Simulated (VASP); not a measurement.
Input:

```
Ir
1.0
    0.00000     1.92616     1.92616
    1.92616     0.00000     1.92616
    1.92616     1.92616     0.00000
Ir
1
Direct
  0.00000   0.00000   0.00000
```

Level of theory: r2SCAN meta-GGA, VASP's PBE PAW potentials (set 64) (plane waves; VASP 6.6.1). Settings: 400 eV cut-off, 18×18×18 Γ-centred mesh, tetrahedra with Blöchl corrections, potentials Ir.

Unless said otherwise, spin-orbit coupling is left out, though it shifts the bands of the heavy elements here.

**Question.** Estimate the energy per atom (σ→0), band gap (over mesh and band path) with the smallest direct gap where there is one.

**Answer.** 
```json
{
  "band gap (over mesh and band path)": "none (metal, semimetal or under 0.01 eV)",
  "energy per atom (σ→0)": "-52.367 eV/atom"
}
```

The compound is Ir in the fcc structure. It was relaxed first.
